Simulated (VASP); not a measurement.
Energy against volume of Ca (fcc). Level of theory: PBE GGA, VASP's PBE PAW potentials (set 64) (plane waves; VASP).

```tsv
V (Å³/atom)	E (eV/atom)
39.639	-1.92017
40.904	-1.92732
42.169	-1.92967
43.434	-1.92781
44.699	-1.92230
```

Problem. Fit a third-order Birch-Murnaghan equation of state.

Solution. 
| Quantity | Value |
|---|---|
| volume per atom | 42.21 Å³/atom |
| bulk modulus | 176 kbar |
| pressure derivative of the bulk modulus | 3.55 |
| lattice constant a | 5.527 Å |

Measured: a 5.553 Å at 0 K (computed value off by -0.5 %), as given by Gábor I. Csonka et al., Physical Review B (2009), arXiv:0903.4037 [low-temperature or extrapolated to 0 K; zero-point anharmonic expansion removed].

The compound is Ca in the fcc structure. It was relaxed first.
